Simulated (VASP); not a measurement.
Input:

```
CELL_PARAMETERS angstrom
      1.51395    -2.62224     0.00000
      1.51395     2.62224     0.00000
      0.00000     0.00000     4.96685
ATOMIC_POSITIONS crystal
  Si 0.66667 0.33333 0.49963
  Si 0.33333 0.66667 0.99963
  C  0.66667 0.33333 0.87537
  C  0.33333 0.66667 0.37537
```

All values below come from PBE GGA, VASP's PBE PAW potentials (set 64) (plane waves; VASP 6.6.1). Run with 600 eV cut-off, 8×8×4 Γ-centred mesh, Gaussian smearing of 0.050 eV, potentials Si C.

Task: Estimate the energy per atom (σ→0), pressure.

Result: 
The energy per atom (σ→0) is -7.499 eV/atom and the pressure comes out as 15.04 GPa.

Only differences to runs with the same potentials and settings are physical.

The compound is SiC in the wurtzite structure, the rare 2H polytype. It was relaxed first under an external pressure of 15 GPa.
